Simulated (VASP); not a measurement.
# HfIn4SiO6 under changes of volume

One of the cells (16.085 Å³/atom); the others are scaled copies at fixed shape and fractional positions:

```
Hf In Si O
1.0
     2.73384   -4.73472    0.00839
     2.73384    4.73472    0.00839
    -1.89160    0.00000    7.45029
Hf In Si O
1 4 1 6
Direct
  0.78835 0.21165 0.00000
  0.62175 0.37825 0.50000
  0.45502 0.54498 0.00000
  0.28407 0.71593 0.50000
  0.95814 0.04186 0.50000
  0.12168 0.87832 0.00000
  0.06219 0.11415 0.86666
  0.88585 0.93781 0.13334
  0.79490 0.53784 0.86663
  0.46216 0.20510 0.13337
  0.15352 0.62879 0.13333
  0.37121 0.84648 0.86667
```

The cell was built by a generator and needn't be a form met in nature.

```yaml
Program: VASP 6.6.1
Functional: PBE
Potentials_or_basis: VASP PAW PBE potentials, release 64 (Hf_pv, In_d, Si, O)
Cutoff: 520 eV
k_mesh: 6 × 6 × 4
Occupations: fermi-dirac, width 0.05 eV
Spin: no spin polarisation
```

```tsv
volume (Å³/atom)	energy over the lowest point (meV/atom)	pressure (GPa)	largest force (eV/Å)
14.824	?	?	?
15.139	7.09	4.9	0.404
15.454	0.00	2.1	0.197
16.085	0.80	-2.6	0.277
16.401	7.63	-4.6	0.446
16.716	18.16	-6.4	0.606
```

Problem. What does the run at 14.824 Å³/atom give?

Solution. Energy over the lowest point 19.98 meV/atom; pressure 8.0 GPa; largest force 0.649 eV/Å.

Worked out: A Birch-Murnaghan fit of order 3 (a polynomial in V^(-2/3)) to the other rows has its minimum at 15.74 Å³/atom with B0 = V·E''(V) = 118 GPa and B' = 4.6 at fixed shape and positions, which overstates the stiffness. It gives 19.95 meV/atom at 14.824 Å³/atom, against the run's 19.98, and -dE/dV = 8.1 GPa, against 8.0.

Energies are extrapolated to zero smearing.
